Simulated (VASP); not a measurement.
Here is a VASP 6.6.1 calculation.

The input INCAR:

```
SYSTEM = Mg2CdS3
PREC     = Normal         ! precision mode
ENCUT    = 520            ! plane-wave cutoff, eV
EDIFF    = 1E-5           ! SCF threshold, eV
ISMEAR   = 0              ! smearing method
SIGMA    = 0.05           ! smearing width, eV
LREAL    = Auto         
LASPH    = .True.         ! aspherical terms in the spheres
NELM     = 80             ! most SCF steps
ALGO     = Fast           ! electronic algorithm
ISIF     = 3              ! what is computed and relaxed
LWAVE    = .False.        ! write WAVECAR
LCHARG   = .False.        ! write CHGCAR
GGA      = PE             ! functional
IBRION   = 2              ! ionic algorithm
NSW      = 110            ! ionic steps
EDIFFG   = -0.03          ! ionic threshold
ISYM     = 0            
KPAR     = 2
```

File KPOINTS:

```
regular mesh
0
Gamma
  3 3 3
  0 0 0
```

File POSCAR:

```
Mg2CdS3
1.0
    6.1152966900     -3.6132776800      0.1773359700
    6.0285798200      3.4630635000      0.0441288300
    0.1194169300     -0.1244216900      6.6498516400
Mg Cd S
4 2 6
Direct
    0.4940253700      0.1774656000      0.0078771500
    0.5059915900      0.8241746400      0.4948291000
    0.1646230800      0.5079027700      0.4988887600
    0.8233394000      0.5119868600      0.9930250500
    0.1641043400      0.8398432200      0.9897281600
    0.8302433400      0.1608778600      0.5096772600
    0.1931770100      0.8171128000      0.3841560400
    0.4891933800      0.1697684000      0.3638033000
    0.5058351100      0.8390201000      0.8742136000
    0.8272069900      0.1762514500      0.8860072700
    0.1698004800      0.4930909100      0.8670029300
    0.8165906600      0.5106206700      0.3794396100
```

Potentials or basis: VASP PAW PBE potentials, release 64 (Mg, Cd, S).

Command:

```sh
$ cat potpaw_PBE.64/Mg/POTCAR potpaw_PBE.64/Cd/POTCAR potpaw_PBE.64/S/POTCAR > POTCAR
$ mpirun -np 2 vasp_std > vasp.out
```

**Question.** What does it give for the relaxed volume?

**Answer.** 24.03 Å³/atom.

**Question.** Estimate the space group after relaxing (to 0.05 Å).

**Answer.** Cmc2_1 (No. 36).

Final structure:
```
CELL_PARAMETERS angstrom
6.14430 -3.53960 -0.00591
6.14991 3.54773 -0.00083
-0.00428 0.00466 6.61811
ATOMIC_POSITIONS crystal
Mg 0.49543 0.17048 0.99847
Mg 0.50180 0.83452 0.49848
Mg 0.16568 0.49784 0.49832
Mg 0.83181 0.50656 0.99859
Cd 0.16873 0.83418 0.99721
Cd 0.82964 0.16995 0.49811
S 0.17628 0.82336 0.38649
S 0.48811 0.16729 0.37138
S 0.50926 0.83782 0.87124
S 0.82079 0.18136 0.88719
S 0.16455 0.49333 0.87155
S 0.83206 0.51143 0.37162
```
